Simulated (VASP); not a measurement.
Consider the following.

```
CELL_PARAMETERS angstrom
     -2.91500     2.91500     1.59000
      2.91500    -2.91500     1.59000
      2.91500     2.91500    -1.59000
ATOMIC_POSITIONS crystal
  Sn 0.25000 0.75000 0.50000
  Sn 0.00000 0.00000 0.00000
```

These are vdW-DF2, VASP's PBE PAW potentials (set 64) (plane waves; VASP) values and carry that method's errors. Run with 520 eV cut-off, 12×12×12 Γ-centred mesh, first-order Methfessel-Paxton smearing of 0.10 eV, potentials Sn_d.

Energy and stress use the plane-wave basis of the starting cell.

Problem. The ions, cell shape and volume are relaxed. Which structure does the run end with?

Solution. 
```
CELL_PARAMETERS angstrom
     -3.10649     3.10649     1.70294
      3.10649    -3.10649     1.70294
      3.10649     3.10649    -1.70294
ATOMIC_POSITIONS crystal
  Sn 0.25000 0.75000 0.50000
  Sn 0.00000 0.00000 0.00000
```
Space group I4_1/amd (141), at a tolerance of 0.03 Å.

Problem. How do energy and volume change from the first to the last step?

Solution. The energy (σ→0) changes by -143.7 meV/atom and the volume by +21.6 %, in 6 ionic steps.

The compound is Sn in the beta structure. This run relaxes it. Symmetry was kept, so distortions that lower it aren't found.
